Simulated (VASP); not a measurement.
These are PBE GGA + U (Dudarev), VASP's PBE PAW potentials (set 64) (plane waves; VASP) values and carry that method's errors.

VASP input:

INCAR:
```
SYSTEM = WC
PREC = Accurate; ENCUT = 520; LREAL = .FALSE.
LASPH = .TRUE.
EDIFF = 1E-6; NELM = 100; ALGO = Normal
LMAXMIX = 2
ISMEAR = 1; SIGMA = 0.1
GGA = PE
LDAUL = 2 -1
LDAUU = 5.0 0
LDAUJ = 0 0
LDAU = .TRUE.; LDAUTYPE = 2; LDAUPRINT = 1
ISIF = 2
LWAVE = .FALSE.; LCHARG = .FALSE.; LORBIT = 10
```

KPOINTS:
```
Automatic mesh
0
gamma
 13 13 12
0 0 0
```

### POSCAR
```
WC
1
    1.4526280000    -2.5409870000     0.0000000000
    1.4526280000     2.5409870000     0.0000000000
    0.0000000000     0.0000000000     2.7686920000
W C
1 1
Direct
  0.0000000000   0.0000000000   0.0000000000
  0.3588770000   0.6922110000   0.5000000000
```

POTCAR, in this order: W_sv C (PBE.64 set). Program: vasp_std.

Q: What will the output report for the number of irreducible k-points (NKPTS), number of bands (NBANDS), largest plane-wave count, number of space-group operations, FFT grid (NGX, NGY, NGZ)?

A: 
```
Quantity                                       Value
--------------------------------------  ------------
number of irreducible k-points (NKPTS)           595
number of bands (NBANDS)                          13
largest plane-wave count                         567
number of space-group operations                   2
FFT grid (NGX, NGY, NGZ)                24 × 24 × 24
```

The compound is WC in the wc structure. The cell was not relaxed at this level, atoms are displaced from their ideal sites. The run is one of a series of settings (LDAU = .TRUE., LDAUJ = 0 0, LDAUL = 2 -1, LDAUTYPE = 2, LDAUU = 5.0 0, LMAXMIX = 2 against the base run), some of them coarse on purpose.
